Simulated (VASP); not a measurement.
A VASP calculation is set up with these files.

File POSCAR:
```
Pd
1
    0.0000000000     1.9450000000     1.9450000000
    1.9450000000     0.0000000000     1.9450000000
    1.9450000000     1.9450000000     0.0000000000
Pd
1
Direct
  0.0000000000   0.0000000000   0.0000000000
```

**KPOINTS**
```
Automatic mesh
0
Gamma
12 12 12
0 0 0
```

**INCAR**
```
SYSTEM = Pd
PREC = Accurate
ENCUT = 400
EDIFF = 1E-6
NELM = 100
ALGO = Normal
LREAL = .FALSE.
LASPH = .TRUE.
ISMEAR = 1
SIGMA = 0.1
GGA = PE
LMAXMIX = 4
LWAVE = .FALSE.
LCHARG = .FALSE.
ISIF = 2
LEPSILON = .TRUE.
```

POTCAR, in this order: Pd (PBE.64 set). Program: vasp_std.

Problem. Does this input run properly? What does VASP do?

Solution. There is a fault: LEPSILON was set for a metal. The run ends without an error. Against the sound run, the energy per atom (σ→0) stays essentially unchanged; the pressure hardly moves.

standard output:
```
...
  Direction:   3
       N       E                     dE             d eps       ncg     rms          rms(c)
RMM:   1    -0.751180836439E+00   -0.75118E+00    0.19756E+00  2279   0.480E+00
RMM:   2    -0.206616353082E+02   -0.19910E+02   -0.17507E-01  2055   0.743E-01
RMM:   3    -0.206749537942E+02   -0.13318E-01   -0.68008E-05  2074   0.851E-02
RMM:   4    -0.206750833116E+02   -0.12952E-03    0.77073E-04  1982   0.129E-02
RMM:   5    -0.206751588122E+02   -0.75501E-04    0.55859E-05  1427   0.232E-03
RMM:   6    -0.206751641042E+02   -0.52920E-05   -0.96671E-05  1071   0.645E-04
RMM:   7    -0.206751670688E+02   -0.29646E-05   -0.83181E-04   858   0.449E-04
RMM:   8    -0.206751664489E+02    0.61984E-06   -0.18263E-05   696   0.427E-04
RMM:   9    -0.206751660566E+02    0.39231E-06   -0.16808E-05   569   0.425E-04
RMM:  10    -0.206751660593E+02   -0.26666E-08   -0.65325E-07   444   0.425E-04
 change of polarisation eV/A/(eV/A) component  3 :    19.541   -19.351    41.350
 dielectric tensor                  component  3 :   240.280  -237.945   509.459
 Linear response to external field, progress :
  Direction:   1
       N       E                     dE             d eps       ncg     rms          rms(c)
RMM:   1    -0.670903603190E+01   -0.67090E+01   -0.54416E+01  5255   0.550E+00
RMM:   2    -0.258678141670E+02   -0.19159E+02   -0.11843E+00  4674   0.899E-01    0.199E+00
RMM:   3    -0.257396332867E+02    0.12818E+00   -0.28614E-02  4641   0.995E-01    0.115E+00
RMM:   4    -0.257830096954E+02   -0.43376E-01   -0.23595E-02  4608   0.120E+00    0.750E-02
RMM:   5    -0.257861152744E+02   -0.31056E-02   -0.50339E-04  4868   0.970E-02    0.108E-02
RMM:   6    -0.257864419952E+02   -0.32672E-03    0.23938E-05  4996   0.163E-02    0.492E-03
RMM:   7    -0.257865672913E+02   -0.12530E-03    0.84415E-04  5058   0.975E-03    0.157E-03
RMM:   8    -0.257865742619E+02   -0.69706E-05    0.43476E-04  5079   0.327E-03    0.284E-04
RMM:   9    -0.257865798465E+02   -0.55845E-05   -0.32368E-05  2396   0.464E-04    0.462E-05
RMM:  10    -0.257865753868E+02    0.44596E-05    0.32799E-09  1446   0.426E-04    0.456E-06
 change of polarisation eV/A/(eV/A) component  1 :    51.392    21.734    19.549
 dielectric tensor                  component  1 :   632.941   267.247   240.385
 Linear response to external field, progress :
  Direction:   2
       N       E                     dE             d eps       ncg     rms          rms(c)
RMM:   1    -0.667003943356E+01   -0.66700E+01   -0.54026E+01  5255   0.560E+00
RMM:   2    -0.258658680135E+02   -0.19196E+02   -0.11695E+00  4672   0.943E-01    0.199E+00
RMM:   3    -0.257399510167E+02    0.12592E+00   -0.32900E-02  4654   0.991E-01    0.115E+00
RMM:   4    -0.257830348901E+02   -0.43084E-01   -0.22405E-02  4604   0.119E+00    0.766E-02
RMM:   5    -0.257861984354E+02   -0.31635E-02   -0.17489E-04  4871   0.972E-02    0.111E-02
RMM:   6    -0.257865486695E+02   -0.35023E-03   -0.19481E-05  5002   0.160E-02    0.526E-03
RMM:   7    -0.257866678960E+02   -0.11923E-03    0.11248E-04  5062   0.944E-03    0.147E-03
RMM:   8    -0.257866825468E+02   -0.14651E-04    0.27542E-05  5054   0.303E-03    0.309E-04
RMM:   9    -0.257866890240E+02   -0.64772E-05    0.49247E-05  2419   0.461E-04    0.723E-05
RMM:  10    -0.257866859948E+02    0.30292E-05   -0.17250E-07  1450   0.405E-04    0.810E-06
 change of polarisation eV/A/(eV/A) component  2 :    21.679    51.393   -19.113
 dielectric tensor                  component  2 :   266.568   632.943  -235.018
 Linear response to external field, progress :
  Direction:   3
       N       E                     dE             d eps       ncg     rms          rms(c)
RMM:   1    -0.666998757987E+01   -0.66700E+01   -0.54026E+01  5255   0.559E+00
RMM:   2    -0.258651331566E+02   -0.19195E+02   -0.11664E+00  4672   0.931E-01    0.199E+00
RMM:   3    -0.257397623392E+02    0.12537E+00   -0.35218E-02  4652   0.991E-01    0.115E+00
RMM:   4    -0.257825982759E+02   -0.42836E-01   -0.22571E-02  4607   0.119E+00    0.766E-02
RMM:   5    -0.257857497554E+02   -0.31515E-02   -0.20853E-04  4864   0.973E-02    0.110E-02
RMM:   6    -0.257860965591E+02   -0.34680E-03   -0.86285E-05  5008   0.159E-02    0.527E-03
RMM:   7    -0.257862207609E+02   -0.12420E-03   -0.34506E-04  5066   0.940E-03    0.146E-03
RMM:   8    -0.257862327302E+02   -0.11969E-04   -0.13594E-04  5062   0.299E-03    0.308E-04
RMM:   9    -0.257862352001E+02   -0.24699E-05   -0.57291E-05  2421   0.458E-04    0.728E-05
RMM:  10    -0.257862324687E+02    0.27314E-05   -0.58480E-09  1418   0.403E-04    0.811E-06
 change of polarisation eV/A/(eV/A) component  3 :    19.515   -16.966    51.392
 dielectric tensor                  component  3 :   239.967  -208.620   632.932
 Born effective charges drift removed
```

**OUTCAR**
```
------------------------ aborting loop because EDIFF is reached ----------------------------------------

 HEAD OF MICROSCOPIC STATIC DIELECTRIC TENSOR (INDEPENDENT PARTICLE, excluding Hartree and local field effects)
 ------------------------------------------------------
         635.113704    -0.000000    -0.000000
           0.000000   635.113704     0.000000
          -0.000000     0.000000   635.113704
 ------------------------------------------------------

 MACROSCOPIC STATIC DIELECTRIC TENSOR (including local field effects in DFT)
 ------------------------------------------------------
         632.938389    -0.000000    -0.000000
           0.000000   632.938389    -0.000000
           0.000000     0.000000   632.938389
 ------------------------------------------------------

 PIEZOELECTRIC TENSOR (including local field effects)  for field in x, y, z        (e  Angst)
          XX          YY          ZZ          XY          YZ          ZX
  --------------------------------------------------------------------------------
  x     0.00000     0.00000     0.00000     0.00000     0.00000     0.00000
  y     0.00000     0.00000     0.00000     0.00000     0.00000     0.00000
  z     0.00000     0.00000     0.00000     0.00000     0.00000     0.00000

 PIEZOELECTRIC TENSOR (including local field effects)  for field in x, y, z        (C/m^2)
          XX          YY          ZZ          XY          YZ          ZX
  --------------------------------------------------------------------------------
  x     0.00000     0.00000     0.00000     0.00000     0.00000     0.00000
  y     0.00000     0.00000     0.00000     0.00000     0.00000     0.00000
  z     0.00000     0.00000     0.00000     0.00000     0.00000     0.00000

 BORN EFFECTIVE CHARGES (including local field effects) (in |e|, cummulative output)
 ---------------------------------------------------------------------------------
 ion    1
    1     0.00000     0.00000     0.00000
    2     0.00000     0.00000     0.00000
    3     0.00000     0.00000     0.00000
```
(Selected blocks of OUTCAR.)

To mend it, drop LEPSILON, since a metal has no finite static dielectric tensor or Born charges. The plain static run on this cell (PBE GGA, plane waves, VASP's PBE PAW potentials (set 64)) converges, and its OSZICAR ends with
```
   1 F= -.52072356E+01 E0= -.52065368E+01  d E =-.209652E-02
```

The compound is Pd in the fcc structure. The cell was not relaxed at this level.
